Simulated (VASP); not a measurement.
TiSnS4:

```
Ti Sn S
1.0
     3.91502   -3.98196    0.00000
     3.91502    3.98196    0.00000
     0.00000    0.00000    3.84842
Ti Sn S
1 1 4
Direct
  0.50000 0.50000 0.50000
  0.00000 0.00000 0.00000
  0.30634 0.30634 0.00000
  0.19173 0.80827 0.50000
  0.80827 0.19173 0.50000
  0.69366 0.69366 0.00000
```

The cell was built by a generator and needn't be a form met in nature.

- Program: VASP 6.6.1
- Task: relaxation of cell and atoms
- Functional: PBE
- Potentials or basis: VASP PAW PBE potentials, release 64 (Ti_sv, Sn_d, S)
- Cutoff: 520 eV
- k mesh: 3 × 3 × 4
- Occupations: gaussian, width 0.15 eV
- Spin: no spin polarisation

At the start: pressure 8.2 GPa; volume 20.00 Å³/atom.

Task: Where does the relaxation end?

Result: Over 12 steps the energy falls by 126.2 meV/atom and the volume is 21.89 Å³/atom (+9.4 %); space group Cmmm (No. 65, to 0.05 Å).

The path:
```
step  energy change (eV)  largest force (eV/Å)  pressure (GPa)  volume (Å³)
   1              0.0000                1.9746            8.18       119.99
   2             -0.5472                0.3216           -4.44       138.51
   3             -0.6017                0.5047           -2.13       133.54
   4             -0.7226                0.1688            0.32       130.40
   5             -0.7255                0.2921            0.76       129.89
   6             -0.7488                0.2065            0.16       131.19
   7             -0.7497                0.1131           -0.66       132.86
   8             -0.7536                0.1544           -0.45       132.10
   9             -0.7536                0.1706           -0.29       131.95
  10             -0.7539                0.1481           -0.38       132.00
  11             -0.7538                0.1410           -0.33       132.06
  12             -0.7570                0.0686            0.07       131.31
```

Final structure:
```cif
data_structure
_symmetry_space_group_name_H-M 'P 1'
_symmetry_Int_Tables_number 1
_cell_length_a 5.9643
_cell_length_b 5.9643
_cell_length_c 3.6918
_cell_angle_alpha 90.000
_cell_angle_beta 90.000
_cell_angle_gamma 89.126
_cell_volume 131.31
loop_
_atom_site_label
_atom_site_type_symbol
_atom_site_fract_x
_atom_site_fract_y
_atom_site_fract_z
_atom_site_occupancy
Ti1 Ti 0.50000 0.50000 0.50000 1
Sn1 Sn 0.00000 0.00000 0.00000 1
S1 S 0.31672 0.31672 0.00000 1
S2 S 0.20399 0.79601 0.50000 1
S3 S 0.79601 0.20399 0.50000 1
S4 S 0.68328 0.68328 0.00000 1
```
